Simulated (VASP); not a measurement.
Here is the system:

```
GeS2
1.0
    1.69860     0.98069     6.10749
   -1.69860     0.98069     6.10749
    0.00000    -1.96138     6.10749
Ge S
1 2
Direct
  0.00000   0.00000   0.00000
  0.25765   0.25765   0.25765
  0.74235   0.74235   0.74235
```

Level of theory: PBEsol GGA, VASP's PBE PAW potentials (set 64) (plane waves; VASP 6.6.1). Numerical set-up: 400 eV cut-off, 9×9×9 Γ-centred mesh, tetrahedra with Blöchl corrections, potentials Ge_d S.

The cores are frozen, which limits the accuracy of field gradients.

Task: Give the principal components of the electric field gradient (V/Å²) and the asymmetry η at each nucleus.

Result: 
```csv
atom,Vxx,Vyy,Vzz,η
Ge1,-0.4,-0.4,0.8,0.00
S2,25.7,25.7,-51.4,0.00
S3,25.7,25.7,-51.4,0.00
```

The structure was generated: GeS2 was put into the CdCl2 type (R-3m), which need not be its known phase. It was relaxed first, which changed the volume by +11 %.
